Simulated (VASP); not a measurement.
Calculation: LDA (Ceperley-Alder, Perdew-Zunger), VASP's LDA PAW potentials (set 64) (plane waves; VASP).

The input files of a VASP run:

INCAR:
```
SYSTEM = HfN
PREC = Accurate
ENCUT = 520
EDIFF = 1E-6
NELM = 100
ALGO = Normal
LREAL = .FALSE.
LASPH = .TRUE.
ISMEAR = 1
SIGMA = 0.1
LMAXMIX = 6
LWAVE = .FALSE.
LCHARG = .FALSE.
IBRION = 2
ISIF = 3
NSW = 60
EDIFFG = -0.01
```

POSCAR:
```
HfN
1
   -0.0000000000     2.2311148786     2.2311148786
    2.2311148786    -0.0000000000     2.2311148786
    2.2311148786     2.2311148786     0.0000000000
Hf N
1 1
Direct
  0.0000000000   0.0000000000   0.0000000000
  0.5000000000   0.5000000000   0.5000000000
```

File KPOINTS:
```
Automatic mesh
0
Gamma
13 13 13
0 0 0
```

POTCAR, in this order: Hf_pv N (LDA.64 set). Program: vasp_std.

The run wrote:

**OUTCAR**
```
 ion  position               nearest neighbor table
   1  0.000  0.000  0.000-   2 2.23   2 2.23   2 2.23   2 2.23   2 2.23   2 2.23
   2  0.500  0.500  0.500-   1 2.23   1 2.23   1 2.23   1 2.23   1 2.23   1 2.23
  LATTYP: Found a face centered cubic cell.
 ALAT       =     4.4622297572
 Subroutine PRICEL returns:
 Original cell was already a primitive cell.
 Subroutine GETGRP returns: Found 48 space group operations
The static configuration has the point symmetry O_h .
The dynamic configuration has the point symmetry O_h .
 Subroutine INISYM returns: Found 48 space group operations
 Subroutine IBZKPT returns following result:
 Found     84 irreducible k-points:

 Following reciprocal coordinates:
            Coordinates               Weight
  0.000000  0.000000  0.000000      1.000000
  0.076923  0.000000  0.000000      8.000000
  0.153846  0.000000  0.000000      8.000000
  0.230769  0.000000  0.000000      8.000000
  0.307692  0.000000  0.000000      8.000000
  0.384615  0.000000  0.000000      8.000000
  0.461538  0.000000  0.000000      8.000000
  0.076923  0.076923  0.000000      6.000000
  0.153846  0.076923  0.000000     24.000000
...
```

File OSZICAR:
```
       N       E                     dE             d eps       ncg     rms          rms(c)
DAV:   1     0.381353173673E+02    0.38135E+02   -0.82530E+03  1859   0.128E+03
DAV:   2    -0.248086864389E+02   -0.62944E+02   -0.59216E+02  2419   0.254E+02
DAV:   3    -0.268382096127E+02   -0.20295E+01   -0.19954E+01  2392   0.383E+01
DAV:   4    -0.268583785149E+02   -0.20169E-01   -0.20055E-01  2205   0.344E+00
DAV:   5    -0.268587524533E+02   -0.37394E-03   -0.37381E-03  2387   0.330E-01    0.543E+01
DAV:   6    -0.239912492563E+02    0.28675E+01   -0.15622E+01  2097   0.282E+01    0.455E+01
DAV:   7    -0.238988335277E+02    0.92416E-01   -0.67570E-01  2130   0.705E+00    0.275E+01
DAV:   8    -0.238762854394E+02    0.22548E-01   -0.10174E-01  2130   0.305E+00    0.482E+00
DAV:   9    -0.238696535843E+02    0.66319E-02   -0.40875E-02  2094   0.143E+00    0.156E+00
DAV:  10    -0.238691677342E+02    0.48585E-03   -0.27166E-03  2106   0.441E-01    0.892E-02
DAV:  11    -0.238691733582E+02   -0.56241E-05   -0.62748E-05  2199   0.878E-02    0.324E-02
DAV:  12    -0.238691724724E+02    0.88585E-06   -0.60622E-06  2104   0.238E-02
   1 F= -.23869172E+02 E0= -.23869025E+02  d E =-.238692E+02
```

### OUTCAR
```
------------------------ aborting loop because EDIFF is reached ----------------------------------------
  FORCE on cell =-STRESS in cart. coord.  units (eV):
  Direction    XX          YY          ZZ          XY          YZ          ZX
  --------------------------------------------------------------------------------------
  Total       -0.0013764     -0.0013764     -0.0013764      0.0000000      0.0000000      0.0000000
  in kB       -0.0992828     -0.0992828     -0.0992828      0.0000000      0.0000000      0.0000000
  external PRESSURE =      -0.0992828 kB  Pullay stress =       0.0000000 kB
  volume of cell :       22.21
      direct lattice vectors                 reciprocal lattice vectors
     0.000000000  2.231114879  2.231114879    -0.224103207  0.224103207  0.224103207
     2.231114879  0.000000000  2.231114879     0.224103207 -0.224103207  0.224103207
     2.231114879  2.231114879  0.000000000     0.224103207  0.224103207 -0.224103207
 POSITION                                       TOTAL-FORCE (eV/Angst)
 -----------------------------------------------------------------------------------
      0.00000      0.00000      0.00000        -0.000000     -0.000000     -0.000000
      2.23111      2.23111      2.23111         0.000000      0.000000      0.000000
 -----------------------------------------------------------------------------------
    total drift:                                0.000000     -0.000000     -0.000000
  FREE ENERGIE OF THE ION-ELECTRON SYSTEM (eV)
  ---------------------------------------------------
  free  energy   TOTEN  =       -23.8691724724 eV

  energy  without entropy=      -23.8687314498  energy(sigma->0) =      -23.86902546

 reached required accuracy - stopping structural energy minimisation
```
(Selected blocks of OUTCAR.)

The structure comes from a computed database's HfN entry (Fm-3m); how it stands against other phases isn't given here. It was relaxed first. The start is the result of an earlier pass. The electron count is odd and the run is not spin-polarised, which forces a metal.
